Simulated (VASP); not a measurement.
Input:

```
AlTi
1.0
    2.82335     0.00000     0.00000
    0.00000     2.82335     0.00000
    0.00000     0.00000     4.05982
Ti Al
1 1
Direct
  0.00000   0.00000   0.00000
  0.50000   0.50000   0.50000
```

Calculation: PBE GGA, VASP's PBE PAW potentials (set 64) (plane waves; VASP). Numerical set-up: 480 eV cut-off, 12×12×8 Γ-centred mesh, first-order Methfessel-Paxton smearing of 0.10 eV, potentials Ti_sv Al.

### Question
Estimate the energy per atom (σ→0), band gap (on the k-mesh) with the smallest direct gap where there is one.

### Answer

```
Property                                                     Value
------------------------  ----------------------------------------
band gap (on the k-mesh)  none (metal, semimetal or under 0.01 eV)
energy per atom (σ→0)                               -6.197 eV/atom
```

The compound is TiAl in the L1_0 structure. It was relaxed first. The electron count is odd and the run is not spin-polarised, which forces a metal.
